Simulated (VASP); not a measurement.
The system is Ti2BN.

```
Ti B N
1.0
     1.57700    0.91048    5.15000
    -1.57700    0.91048    5.15000
     0.00000   -1.82096    5.15000
Ti B N
2 1 1
Direct
  0.25000 0.25000 0.25000
  0.75000 0.75000 0.75000
  0.00000 0.00000 0.00000
  0.50000 0.50000 0.50000
```

The cell was built by a generator and needn't be a form met in nature.

| Quantity | Value |
| --- | --- |
| Program | VASP 6.6.1 |
| Task | relaxation of cell and atoms |
| Functional | PBE |
| Potentials or basis | VASP PAW PBE potentials, release 64 (Ti_sv, B, N) |
| Cutoff | 520 eV |
| k mesh | 6 × 6 × 6 |
| Occupations | gaussian, width 0.15 eV |
| Spin | no spin polarisation |

At the start: pressure -13.6 GPa; volume 11.09 Å³/atom.

Q: Where does the relaxation end?

A: Over 8 steps the energy falls by 47.6 meV/atom and the volume is 10.47 Å³/atom (-5.6 %); space group R-3m (No. 166, to 0.05 Å).

The path:
| step | energy change (eV) | largest force (eV/Å) | pressure (GPa) | volume (Å³) |
| --- | --- | --- | --- | --- |
| 1 | 0.0000 | 1.3396 | -13.57 | 44.37 |
| 2 | 0.0182 | 0.2537 | 21.44 | 38.60 |
| 3 | -0.1567 | 0.7697 | 2.77 | 41.51 |
| 4 | -0.1855 | 0.2609 | 0.17 | 41.94 |
| 5 | -0.1872 | 0.0895 | -0.74 | 41.86 |
| 6 | -0.1895 | 0.1646 | 1.29 | 41.66 |
| 7 | -0.1897 | 0.1182 | 0.77 | 41.69 |
| 8 | -0.1905 | 0.0328 | 0.37 | 41.88 |

Final structure:
```
Ti B N
1.0
     1.52935    0.88297    5.16928
    -1.52935    0.88297    5.16928
     0.00000   -1.76594    5.16928
Ti B N
2 1 1
Direct
  0.24620 0.24620 0.24620
  0.75380 0.75380 0.75380
  0.00000 0.00000 0.00000
  0.50000 0.50000 0.50000
```

Caveat: the k mesh is coarse (spacing up to 0.39 Å⁻¹), so the values aren't converged.
